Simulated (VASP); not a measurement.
Consider the following.

```yaml
crystal:
  lattice:
    - [-1.90986, 1.90986, 4.89705]
    - [1.90986, -1.90986, 4.89705]
    - [1.90986, 1.90986, -4.89705]
  atoms:
    - { symbol: Ti, position: [0.75000, 0.25000, 0.50000] }
    - { symbol: Ti, position: [0.00000, 0.00000, 0.00000] }
    - { symbol: O, position: [0.54419, 0.04419, 0.50000] }
    - { symbol: O, position: [0.79419, 0.79419, 0.00000] }
    - { symbol: O, position: [0.20581, 0.20581, 0.00000] }
    - { symbol: O, position: [0.95581, 0.45581, 0.50000] }
```

Level of theory: revPBE GGA, VASP's PBE PAW potentials (set 64) (plane waves; VASP 6.6.1). Numerical set-up: 520 eV cut-off, Gaussian smearing of 0.050 eV, potentials Ti_sv O.

Task: What does the run give for the band gap (along the path) with the smallest direct gap where there is one?

Result: 
```
Quantity                                Value
------------------------------------  -------
band gap (along the path)             2.11 eV
smallest direct gap (along the path)  2.39 eV
```

Only differences to runs with the same potentials and settings are physical.

The compound is TiO2 in the anatase structure, one of several forms; rutile is the usual stable one. It was relaxed first.
